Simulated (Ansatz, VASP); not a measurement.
## Cross-check of TiO2 between VASP and Ansatz

Aim: how closely do two programs agree when they are given the same cell, functional and k mesh? The cell is taken from a series of runs on this material, whose earlier steps may have relaxed, scaled, displaced or heated it; both programs get it as it stands.

Method: plane waves, with VASP 6.6.1 beside it; single point at LDA and single point at r2SCAN, in Ansatz 0.2.0.

## 1. The starting structure

The structure is tetragonal, space group I4/m (No. 87). The conventional cell has a = 8.702 Å, b = 8.702 Å, c = 3.775 Å, α = 90.00°, β = 90.00°, γ = 90.00°. Nearest to Ti lie 6 O at 1.80 to 2.26 Å. O has 4 Ti at 1.95 to 2.26 Å nearest. Nearest to O lie 2 Ti at 1.80 to 1.81 Å. Farther neighbours and most contacts between anions are not listed.

Coordinates:

```
Ti O
1.0
    -4.35076    4.35076    1.88756
     4.35076   -4.35076    1.88756
     4.35076    4.35076   -1.88756
Ti O
4 8
Direct
  0.29228 0.00286 0.29514
  0.00286 0.70772 0.71057
  0.99714 0.29228 0.28943
  0.70772 0.99714 0.70486
  0.49886 0.15078 0.64965
  0.16166 0.84040 0.00206
  0.15078 0.50114 0.65192
  0.15960 0.16166 0.32126
  0.84040 0.83834 0.67874
  0.84922 0.49886 0.34808
  0.83834 0.15960 0.99794
  0.50114 0.84922 0.35035
```

## 2. VASP: single point, LDA

A single point gives forces, pressure and levels at one fixed geometry, so differences don't come from the geometry; what else differs is listed under the comparison.

Lines of VASP's logs that name or quote its potential files are left out, and so is its time.

Input file INCAR:

```
SYSTEM = TiO2
PREC = Accurate
ENCUT = 600
EDIFF = 1E-06
NELM = 120
ISMEAR = -1
SIGMA = 0.02
LREAL = .FALSE.
ALGO = Normal
GGA = PW92
NBANDS = 60
LASPH = .TRUE.
LORBIT = 11
LWAVE = .FALSE.
LCHARG = .FALSE.
ISIF = 2
GGA_COMPAT = .FALSE.
EFERMI = MIDGAP
KPAR = 2
```

Input file POSCAR:

```
TiO2
1.0
   -4.3507577183      4.3507577183      1.8875555959
    4.3507577183     -4.3507577183      1.8875555959
    4.3507577183      4.3507577183     -1.8875555959
Ti O
4 8
Direct
    0.2922817025      0.0028552575      0.2951369500
    0.0028552475      0.7077183075      0.7105735450
    0.9971447525      0.2922817125      0.2894264550
    0.7077182975      0.9971447625      0.7048630500
    0.4988638225      0.1507847250      0.6496485375
    0.1616620125      0.8403974150      0.0020594175
    0.1507847150      0.5011361875      0.6519208925
    0.1596025950      0.1616620225      0.3212646075
    0.8403974050      0.8383379975      0.6787353925
    0.8492152850      0.4988638325      0.3480791075
    0.8383379875      0.1596026050      0.9979405825
    0.5011361775      0.8492152950      0.3503514625
```

Input file KPOINTS:

```
Automatic mesh
0
Gamma
6 6 6
0 0 0
```

PAW data sets: Ti_sv and O (LDA family, release 64).

On the command line:

```bash
$ mpirun -np 2 vasp_std
```

Numbers of over 12 decimals in the logs are rounded to 6 here.

What it wrote:

```text
[banner, memory and clock lines left out]
running    2 mpi-ranks, on    1 nodes
 distrk:  each k-point on    1 cores,    2 groups
 distr:  one band on    1 cores,    1 groups

 POSCAR found type information on POSCAR TiO
 POSCAR found :  2 types and      12 ions
|                                                                             |
|               ----> ADVICE to this user running VASP <----                  |
|                                                                             |
|     You enforced a specific xc type in the INCAR file but a different       |
|     [... a line on the potential file left out ...]
|     I HOPE YOU KNOW WHAT YOU ARE DOING!                                     |
|                                                                             |

 LDA part: xc-table for (Slater(with rela. corr.)+PW92), standard interpolation
 POSCAR, INCAR and KPOINTS ok, starting setup
 FFT: planning ... GRIDC
 FFT: planning ... GRID_SOFT
 FFT: planning ... GRID
 WAVECAR not read
 entering main loop
       N       E                     dE             d eps       ncg     rms          rms(c)
DAV:   1     0.157175859832E+04    0.15718E+04   -0.52085E+04  4368   0.204E+03
DAV:   2     0.179212331429E+03   -0.13925E+04   -0.13233E+04  4360   0.612E+02
DAV:   3    -0.124593700519E+03   -0.30381E+03   -0.29414E+03  5580   0.246E+02
DAV:   4    -0.148233762326E+03   -0.23640E+02   -0.23589E+02  6512   0.735E+01
DAV:   5    -0.149674683307E+03   -0.14409E+01   -0.14404E+01  6664   0.146E+01    0.455E+01
DAV:   6    -0.118941940735E+03    0.30733E+02   -0.21147E+02  6288   0.979E+01    0.192E+01
DAV:   7    -0.117716646661E+03    0.12253E+01   -0.42330E+01  6120   0.384E+01    0.123E+01
DAV:   8    -0.117014657380E+03    0.70199E+00   -0.46352E+00  5908   0.154E+01    0.436E+00
DAV:   9    -0.117023674251E+03   -0.90169E-02   -0.77050E-01  5904   0.465E+00    0.160E+00
DAV:  10    -0.117034626282E+03   -0.10952E-01   -0.25810E-01  5760   0.334E+00    0.767E-01
DAV:  11    -0.117026718251E+03    0.79080E-02   -0.27370E-02  5776   0.999E-01    0.499E-01
DAV:  12    -0.117023250121E+03    0.34681E-02   -0.31191E-02  6016   0.926E-01    0.155E-01
DAV:  13    -0.117023077303E+03    0.17282E-03   -0.27696E-03  5456   0.273E-01    0.603E-02
DAV:  14    -0.117023112489E+03   -0.35187E-04   -0.50580E-04  5944   0.147E-01    0.284E-02
DAV:  15    -0.117023110155E+03    0.23344E-05   -0.58556E-05  6120   0.467E-02    0.772E-03
DAV:  16    -0.117023111055E+03   -0.89986E-06   -0.89603E-06  4996   0.148E-02
   1 F= -.11702311E+03 E0= -.11702311E+03  d E =-.331205E-18
```

OUTCAR, selected parts (step 2):

```text
ion  position               nearest neighbor table
   1  0.292  0.003  0.295-   8 1.80   6 1.81  10 1.95  10 1.95   5 2.21  12 2.26
   2  0.003  0.708  0.711-   6 1.80   9 1.81   5 1.95   5 1.95   7 2.21  10 2.26
   3  0.997  0.292  0.289-  11 1.80   8 1.81  12 1.95  12 1.95  10 2.21   7 2.26
   4  0.708  0.997  0.705-   9 1.80  11 1.81   7 1.95   7 1.95  12 2.21   5 2.26
   5  0.499  0.151  0.650-   2 1.95   2 1.95   1 2.21   4 2.26
   6  0.162  0.840  0.002-   2 1.80   1 1.81
   7  0.151  0.501  0.652-   4 1.95   4 1.95   2 2.21   3 2.26
   8  0.160  0.162  0.321-   1 1.80   3 1.81
   9  0.840  0.838  0.679-   4 1.80   2 1.81
  10  0.849  0.499  0.348-   1 1.95   1 1.95   3 2.21   2 2.26
  11  0.838  0.160  0.998-   3 1.80   4 1.81
  12  0.501  0.849  0.350-   3 1.95   3 1.95   4 2.21   1 2.26

  LATTYP: Found a body centered tetragonal cell.
 ALAT       =     8.7015154366
 C/A-ratio  =     0.4338452560

 Subroutine GETGRP returns: Found  8 space group operations
 (whereof  8 operations were pure point group operations)

The static configuration has the point symmetry C_4h.

 Found     36 irreducible k-points:

   k-points           NKPTS =     36   k-points in BZ     NKDIM =     36   number of bands    NBANDS=     60

   dimension x,y,z NGX =    54 NGY =   54 NGZ =   54
   dimension x,y,z NGXF=   108 NGYF=  108 NGZF=  108

   ENCUT  =  600.0 eV  44.10 Ry    6.64 a.u.  12.85 12.85 12.85*2*pi/ulx,y,z

   NELECT =      96.0000    total number of electrons

 k-points in reciprocal lattice and weights: Automatic mesh
   0.00000000  0.00000000  0.00000000       0.005
   0.16666667  0.00000000  0.00000000       0.037
   0.33333333  0.00000000  0.00000000       0.037
   0.50000000  0.00000000  0.00000000       0.019
   0.16666667  0.16666667  0.00000000       0.037
   0.33333333  0.16666667  0.00000000       0.037
  -0.16666667 -0.33333333  0.00000000       0.037
   0.50000000  0.16666667  0.00000000       0.037
  -0.16666667  0.50000000  0.00000000       0.037
[...]
-0.33333333 -0.33333333  0.33333333       0.009
   0.50000000  0.50000000  0.50000000       0.005

 average (electrostatic) potential at core
       1 -77.6144       2 -77.6144       3 -77.6144       4 -77.6144       5 -72.0863
       6 -72.0062       7 -72.0862       8 -72.0062       9 -72.0062      10 -72.0863
      11 -72.0062      12 -72.0862

 E-fermi :   3.5043

 k-point     1 :       0.0000    0.0000    0.0000
  band No.  band energies     occupation
    ...
     44       1.5954      2.00000
     45       1.8110      2.00000
     46       1.8110      2.00000
     47       1.8142      2.00000
     48       2.0430      2.00000
     49       4.2564      0.00000
     50       5.7025      0.00000
     51       5.7025      0.00000
     52       5.7622      0.00000
     53       6.1098      0.00000
    ...

 k-point     2 :       0.1667    0.0000    0.0000
  band No.  band energies     occupation
    ...
     44       1.3867      2.00000
     45       1.4346      2.00000
     46       2.0040      2.00000
     47       2.0441      2.00000
     48       2.1424      2.00000
     49       4.9049      0.00000
     50       5.6410      0.00000
     51       5.6550      0.00000
     52       5.6729      0.00000
     53       6.0357      0.00000
    ...

 k-point     3 :       0.3333    0.0000    0.0000
  band No.  band energies     occupation
    ...
     44       1.5634      2.00000
     45       1.6787      2.00000
     46       2.0810      2.00000
     47       2.1453      2.00000
     48       2.2550      2.00000
     49       5.5528      0.00000
     50       5.7536      0.00000
     51       5.7556      0.00000
     52       5.8288      0.00000
     53       5.9425      0.00000
    ...

  Total       -6.4228808     -6.4228808     -6.2187681      0.0000000      0.0000000      0.0000000
  in kB      -72.0030519    -72.0030519    -69.7148668      0.0000002      0.0000000      0.0000000
  external PRESSURE =     -71.2403235 kB  Pullay stress =       0.0000000 kB

  energy-cutoff  :      600.00
  volume of cell :      142.92
      direct lattice vectors                 reciprocal lattice vectors
    -4.350757718  4.350757718  1.887555596     0.000000000  0.114922511  0.264892860
     4.350757718 -4.350757718  1.887555596     0.114922511  0.000000000  0.264892860
     4.350757718  4.350757718 -1.887555596     0.114922511  0.114922511  0.000000000

 POSITION                                       TOTAL-FORCE (eV/Angst)
 -----------------------------------------------------------------------------------
      0.02485      2.54329      0.00000         0.017728     -0.066582      0.000000
      6.15822      0.02484      0.00000         0.066582      0.017728     -0.000000
     -1.80746      4.32591      1.88756        -0.066582     -0.017728      0.000000
      4.32591      1.80746      1.88756        -0.017728      0.066582     -0.000000
      1.31206      4.34087      0.00000        -0.064980      0.004866      0.000000
      2.96197     -2.94405      1.88756        -0.006567     -0.049817     -0.000000
      4.36064      1.31206      0.00000        -0.004866     -0.064980     -0.000000
      1.40670      1.38878      0.00000        -0.049817      0.006567      0.000000
      2.94405      2.96197      1.88756         0.049817     -0.006567     -0.000000
     -0.00989      3.03870      1.88756         0.004866      0.064980      0.000000
      1.38878      7.29481      0.00000         0.006567      0.049817     -0.000000
      3.03870      0.00989      1.88756         0.064980     -0.004866     -0.000000
 -----------------------------------------------------------------------------------
    total drift:                               -0.000731      0.000731     -0.000318

  FREE ENERGIE OF THE ION-ELECTRON SYSTEM (eV)
  ---------------------------------------------------
  free  energy   TOTEN  =      -117.0231110546 eV

  energy  without entropy=     -117.0231110546  energy(sigma->0) =     -117.02311105

 total charge
# of ion       s       p       d       tot
------------------------------------------
    1        2.236   6.294   1.845  10.375
    2        2.236   6.294   1.845  10.375
    3        2.236   6.294   1.845  10.375
    4        2.236   6.294   1.845  10.375
    5        1.550   3.488   0.000   5.038
    6        1.569   3.455   0.000   5.024
    7        1.550   3.488   0.000   5.038
    8        1.569   3.455   0.000   5.024
    9        1.569   3.455   0.000   5.024
   10        1.550   3.488   0.000   5.038
   11        1.569   3.455   0.000   5.024
   12        1.550   3.488   0.000   5.038
--------------------------------------------------
tot         21.419  52.945   7.380  81.745

[... 3 further parts left out ...]
```

This run has no spin polarisation, so a moment on Ti, if there is one, isn't seen.

## 3. Ansatz: single point, LDA

Ansatz runs on its PAW soft_1 files.

The same cell, functional (in two slightly different forms), mesh and smearing now go to Ansatz, which takes its cutoff from its data sets.

Input file input.yaml:

```yaml
crystal:
  lattice:
    - [-4.3507577183, 4.3507577183, 1.8875555959]
    - [4.3507577183, -4.3507577183, 1.8875555959]
    - [4.3507577183, 4.3507577183, -1.8875555959]
  atoms:
    - { symbol: Ti, position: [0.2922817, 0.00285525, 0.29513695] }
    - { symbol: Ti, position: [0.00285525, 0.7077183, 0.71057354] }
    - { symbol: Ti, position: [0.99714475, 0.2922817, 0.28942646] }
    - { symbol: Ti, position: [0.7077183, 0.99714475, 0.70486305] }
    - { symbol: O, position: [0.49886382, 0.15078472, 0.64964854] }
    - { symbol: O, position: [0.16166201, 0.8403974, 0.00205942] }
    - { symbol: O, position: [0.15078471, 0.50113618, 0.65192089] }
    - { symbol: O, position: [0.15960259, 0.16166201, 0.32126461] }
    - { symbol: O, position: [0.8403974, 0.83833799, 0.67873539] }
    - { symbol: O, position: [0.84921528, 0.49886382, 0.34807911] }
    - { symbol: O, position: [0.83833799, 0.15960259, 0.99794058] }
    - { symbol: O, position: [0.50113618, 0.84921529, 0.35035146] }
kpoints:
  mp_grid: { grid: [6, 6, 6] }
  band_path:
    path:
      - [[0.0, 0.0, 0.0], [-0.5, 0.5, 0.0], [-0.5, 0.5, 0.5], [0.0, 0.0, 0.0], [-0.29705543, -0.29705543, 0.29705543]]
      - [[-0.70294457, 0.29705543, 0.70294457], [-0.5, 0.5, 0.5]]
      - [[-0.5, 0.5, 0.0], [-0.75, 0.25, 0.25], [-0.5, 0.0, 0.5], [0.0, 0.0, 0.0]]
    npoints: 10
hamiltonian:
  xc: lda
  pseudopotentials: { kind: paw, azcp: { folder: soft_1 }, xc_functional: pbe }
scf:
  occupations: { method: fermi_dirac, width: 0.02 }
  n_extra_bands: 8
output:
  eigenvalues: true
  forces: true
  stress: true
  write_density: true
  write_potential: true
  elf: true
  volumetric_format: npy
```

On the command line:

```bash
$ ansatz run input.yaml --threads 3 --pin off --max-ram 92160MiB --backend cuda --events-out ev --progress --plain --runs-dir out --devices 1 --max-vram 13GiB
```

What it wrote:

```text
scf.n_extra_bands = 8 over 48 filled bands (N_el = 96.0): the run solves 56 bands
GPUs: using 1 of 1 available (devices: 1).
Engine: ansatz 0.2.0, x86_64-unknown-linux-gnu
Pseudopotentials: kind: paw
Pseudopotential: Ti, paw, valence charge 12, recommended cutoff 420 eV (normal), soft_1/Ti.paw.azcp
Pseudopotential: O, paw, valence charge 6, recommended cutoff 420 eV (normal), soft_1/O.paw.azcp
Functional definition: SPW92
  exchange = slater_x
  correlation = pw_c
device memory: the entry about to start is reckoned to put 5.2 GiB on a device that reports 31.8 GiB free (of which the cap on the GPU budget leaves the run 13.0 GiB)
GPU FFT provider: cuFFT
GPU libraries: cuBLAS 13.8.2, cuFFT 12.4.0, cuSOLVER 12.3.4
Crystal: 12 atoms, lattice volume = 142.919 Å³
Basis set: ecut = 420 eV, 2795 PW (Γ)
Bands: 56, of which v1, the nominal top of the filled ones, is band 48 counted from 1 (47 counted from 0)
Symmetry: 8 space group operations
Space group: I4/m (ITA 87), of the structure as read, at distance tolerance 5.2e-5 Å
k-points: 36 of 216
Non-local potential: Ti, projectors of the file, l = 0: 3, l = 1: 2, l = 2: 3, l = 3: 1
Non-local potential: O, projectors of the file, l = 0: 2, l = 1: 2, l = 2: 1
PAW form: soft (Blöchl's): semilocal exchange-correlation on the pseudo side does not see the compensation charge
PAW frozen core: Ti, regenerated for the run's functional, and the local potential with it (the file was generated under x = pbe(κ = 0.804, μ = 0.219515), c = pbe(β = 0.066725))
PAW frozen core: O, regenerated for the run's functional, and the local potential with it (the file was generated under x = pbe(κ = 0.804, μ = 0.219515), c = pbe(β = 0.066725))
PAW one-centre angular grid: Ti, 590 points (default); XC on 64 Gauss nodes
PAW one-centre angular grid: O, 110 points (default); XC on 64 Gauss nodes
Initial density: superposition of atomic densities (chi_scale 0.1, normalization cell, long waves kept (reshape's long-wave potential 0.09 eV rms))
Initial wavefunctions: pseudopotential atomic-orbital guess
GPU buffer pool allocated for 91125 grid points (all kernels)
GPU transforms: local potential and band sums: pruned to the plane-wave sphere, on 45×45×45
Functional: x = slater, c = lda
SCF iter   1: F=—  HF=-14261.280350 eV  |F-HF|=—  |Δ(HF+E_count)|=         —  Δρ=5.02e-2  dr2=4.38e0  ethr=3.10e-3  ⟨swp⟩=5.1  Hψ=6976  notcnv=0
preconditioner: auto → Resta (q_TF=auto, 2.553 Å⁻¹)  ε∞=8.2  [insulator: Δε(μ)=1.144 eV  Ē_g=9.244 eV  σ=0.020 eV  W_gap=1.00  n_scr=44 (ndim 8)  ℏωp=24.8 eV  f_vac=0.049  D(μ)=0.00/eV (n_scr^D=0)  ε∞_Penn≈8.2]
SCF iter   2: F=—  HF=-14260.674006 eV  |F-HF|=—  |Δ(HF+E_count)|=   6.06e-1  Δρ=2.97e-2  dr2=1.49e0  ethr=3.10e-3  ⟨swp⟩=2.4  Hψ=3322  notcnv=0  defer=95
SCF iter   3: F=—  HF=-14260.415211 eV  |F-HF|=—  |Δ(HF+E_count)|=   2.59e-1  Δρ=2.29e-2  dr2=9.54e-1  ethr=1.55e-3  ⟨swp⟩=2.0  Hψ=3122  notcnv=0  defer=95
SCF iter   4: F=—  HF=-14260.262502 eV  |F-HF|=—  |Δ(HF+E_count)|=   1.53e-1  Δρ=6.16e-3  dr2=8.74e-2  ethr=9.94e-4  ⟨swp⟩=2.0  Hψ=3252  notcnv=0  defer=95
SCF iter   5: F=—  HF=-14260.256883 eV  |F-HF|=—  |Δ(HF+E_count)|=   5.62e-3  Δρ=6.05e-3  dr2=6.36e-2  ethr=9.10e-5  ⟨swp⟩=2.1  Hψ=3198  notcnv=0  defer=95
SCF iter   6: F=—  HF=-14260.250996 eV  |F-HF|=—  |Δ(HF+E_count)|=   5.89e-3  Δρ=1.64e-3  dr2=6.32e-3  ethr=6.63e-5  ⟨swp⟩=2.0  Hψ=2978  notcnv=0  defer=95
SCF iter   7: F=—  HF=-14260.253061 eV  |F-HF|=—  |Δ(HF+E_count)|=   2.07e-3  Δρ=4.35e-4  dr2=4.47e-4  ethr=6.58e-6  ⟨swp⟩=2.0  Hψ=2656  notcnv=0  defer=95
SCF iter   8: F=—  HF=-14260.252820 eV  |F-HF|=—  |Δ(HF+E_count)|=   2.41e-4  Δρ=1.59e-4  dr2=5.54e-5  ethr=4.65e-7  ⟨swp⟩=2.0  Hψ=2678  notcnv=0  defer=95
SCF iter   9: F=—  HF=-14260.253392 eV  |F-HF|=—  |Δ(HF+E_count)|=   5.72e-4  Δρ=3.44e-5  dr2=1.98e-6  ethr=5.77e-8  ⟨swp⟩=2.0  Hψ=2990  notcnv=0  defer=95
SCF iter  10: F=—  HF=-14260.253392 eV  |F-HF|=—  |Δ(HF+E_count)|=   3.06e-7  Δρ=9.20e-6  dr2=1.26e-7  ethr=2.06e-9  ⟨swp⟩=2.0  Hψ=2946  notcnv=0  defer=95
SCF iter  11: F=-14260.253392 eV  HF=-14260.253392 eV  |F-HF|=2.18e-9  |Δ(HF+E_count)|=   5.06e-8  Δρ=2.71e-6  dr2=1.13e-8  ethr=1.04e-10  ⟨swp⟩=18.2  Hψ=20903  notcnv=0
SCF 1 converged in 11 iterations: F = -14260.253392 eV  dr2 = 1.13e-8
  greatest PAW one-centre occupation: 0.998 electrons in one spin orbital (limit 2), on the Ti atom at site 3 (counted from 0), in its partial waves of l = 0
device memory: the entry about to start is reckoned to put 4.1 GiB on a device that reports 37.6 GiB free (of which the cap on the GPU budget leaves the run 13.0 GiB)
NSCF: frozen V_eff on 83 k-points
SCF converged after 11 iterations
Free energy (F): -14260.253392 eV
Harris-Foulkes:  -14260.253392 eV  (|F-HF|=2.18e-9)
Internal energy: -14260.253392 eV  (E = F + TS)
E sigma→0 (E₀):  -14260.253392 eV
Fermi energy:    7.136821 eV
--- Per-component energies (eV) ---
  E_band       = -994.291207
  E_kinetic    = 2450.257696
  E_local      = -8204.986866  (includes V_loc(G=0)·N_el)
  E_nonlocal   = 681.172457
  E_hartree    = 3211.121572
  E_xc         = -1022.883021
  E_vxc        = -1303.199252  (∫ρ·V_xc dr)
  E_paw        = -5179.718004  (= ΣΔE_a)
  E_vpaw       = -1039.782794  (= ΣTr[D̂ρ^β])
  E_aug_tail   = 0.006016  (compensation charges beyond the density's cutoff)
  E_ewald      = -6197.302418
  E_core_change = 2.079174  (= ΣΔE_core)
  E_smearing   = -0.000000  (= −TS)
  E_closure    = -0.000000  (closes the sum)
  Σ components = -14260.253392   (vs F -14260.253392, Δ=0.00e0)
--- Forces (eV/Å), atoms counted from 1 ---
  atom   1  Ti     0.02464150    -0.18050781     0.00000000
  atom   2  Ti     0.18050781     0.02464150     0.00000000
  atom   3  Ti    -0.18050781    -0.02464150     0.00000000
  atom   4  Ti    -0.02464150     0.18050781     0.00000000
  atom   5  O     -0.05889503     0.00406163     0.00000000
  atom   6  O     -0.00527983    -0.06705547    -0.00000000
  atom   7  O     -0.00406163    -0.05889503     0.00000000
  atom   8  O     -0.06705547     0.00527983     0.00000000
  atom   9  O      0.06705547    -0.00527983     0.00000000
  atom  10  O      0.00406163     0.05889503     0.00000000
  atom  11  O      0.00527983     0.06705547     0.00000000
  atom  12  O      0.05889503    -0.00406163     0.00000000
  max |Σ_I F_I| component: 2.69e-17 eV/Å
--- Stress (GPa, compression-positive) ---
       -7.923110      -0.000000       0.000000
        0.000000      -7.923110       0.000000
        0.000000       0.000000      -7.389365
  P = ⅓ Tr σ = -7.7452 GPa (-77.452 kbar)
--- Band table (eV; the first three rows and the last of 36) ---
  k-point 0: bands = [... 44 lower, 5.4317, 5.4317, 5.4363, 5.6665, 7.9001, 9.3442, 9.3442, 9.4082, ... 4 higher]
  k-point 1: bands = [... 44 lower, 5.2982, 5.4002, 5.4548, 5.7261, 8.0119, 9.2654, 9.2817, 9.3963, ... 4 higher]
  k-point 2: bands = [... 44 lower, 5.2000, 5.3886, 5.4564, 5.7246, 8.3027, 9.0792, 9.1076, 9.5238, ... 4 higher]
  k-point 35: bands = [... 44 lower, 5.1343, 5.2095, 5.2095, 6.3734, 9.1711, 9.1711, 9.2219, 9.4182, ... 4 higher]
```

[end of part 1 of 2]

[Lines on the potential files, build, host, timing and source positions are cut from VASP's logs without a mark.]

[Logs are printed without paths, hosts, clocks, repeated set-up lines and the standing remarks that a program may print on its own settings, such as how far it seeks lower states.]

[Hosts, paths, dates, database ids (printed as entryN), source tags and the programs' standing remarks are cut or masked in the printed files.]
